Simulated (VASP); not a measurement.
Input for VASP

### INCAR
```
SYSTEM = La2S3
PREC = Accurate
ENCUT = 400
EDIFF = 1E-6
NELM = 100
ALGO = Normal
LREAL = .FALSE.
LASPH = .TRUE.
ISMEAR = 0
SIGMA = 0.05
GGA = PE
LMAXMIX = 6
LWAVE = .FALSE.
LCHARG = .FALSE.
ISIF = 2
```

### POSCAR
```
La2S3
1
   -2.3277140000     4.0317200000     0.0000000000
    4.6554290000     0.0000000000     0.0000000000
    0.0000000000     0.0000000000     7.2538630000
La S
2 3
Direct
  0.6666670000   0.3333330000   0.2467000000
  0.3333330000   0.6666670000   0.7533000000
  0.0000000000   0.0000000000   0.0000000000
  0.6666670000   0.3333330000   0.6470000000
  0.3333330000   0.6666670000   0.3530000000
```

**KPOINTS**
```
Automatic mesh
0
Gamma
4 4 3
0 0 0
```

POTCAR, in this order: La S (PBE.64 set). Program: vasp_std.

Task: Does this input run properly? What does VASP do?

Result: There is a fault: the lattice vectors form a left-handed set. VASP stops with an error: ERROR: the triple product of the basis vectors is negative exchange two basis vectors ----> I REFUSE TO CONTINUE WITH THIS SICK JOB ... BYE!!! <----

File standard output:
```
 -----------------------------------------------------------------------------
|                                                                             |
|     EEEEEEE  RRRRRR   RRRRRR   OOOOOOO  RRRRRR      ###     ###     ###     |
|     E        R     R  R     R  O     O  R     R     ###     ###     ###     |
|     E        R     R  R     R  O     O  R     R     ###     ###     ###     |
|     EEEEE    RRRRRR   RRRRRR   O     O  RRRRRR       #       #       #      |
|     E        R   R    R   R    O     O  R   R                               |
|     E        R    R   R    R   O     O  R    R      ###     ###     ###     |
|     EEEEEEE  R     R  R     R  OOOOOOO  R     R     ###     ###     ###     |
|                                                                             |
|     ERROR: the triple product of the basis vectors is negative exchange     |
|     two basis vectors                                                       |
|                                                                             |
|       ---->  I REFUSE TO CONTINUE WITH THIS SICK JOB ... BYE!!! <----       |
|                                                                             |
 -----------------------------------------------------------------------------
```

To mend it, correct POSCAR.
### POSCAR
```
La2S3
1
    4.6554290000     0.0000000000     0.0000000000
   -2.3277140000     4.0317200000     0.0000000000
    0.0000000000     0.0000000000     7.2538630000
La S
2 3
Direct
  0.3333330000   0.6666670000   0.2467000000
  0.6666670000   0.3333330000   0.7533000000
  0.0000000000   0.0000000000   0.0000000000
  0.3333330000   0.6666670000   0.6470000000
  0.6666670000   0.3333330000   0.3530000000
```
The mended run (PBE GGA, plane waves, VASP's PBE PAW potentials (set 64)) converges, and its OSZICAR ends with
```
   1 F= -.32896004E+02 E0= -.32896004E+02  d E =-.265816E-12
```

The structure was generated: La2S3 was put into the A-La2O3 type (P-3m1), which need not be its known phase. The cell was not relaxed at this level.
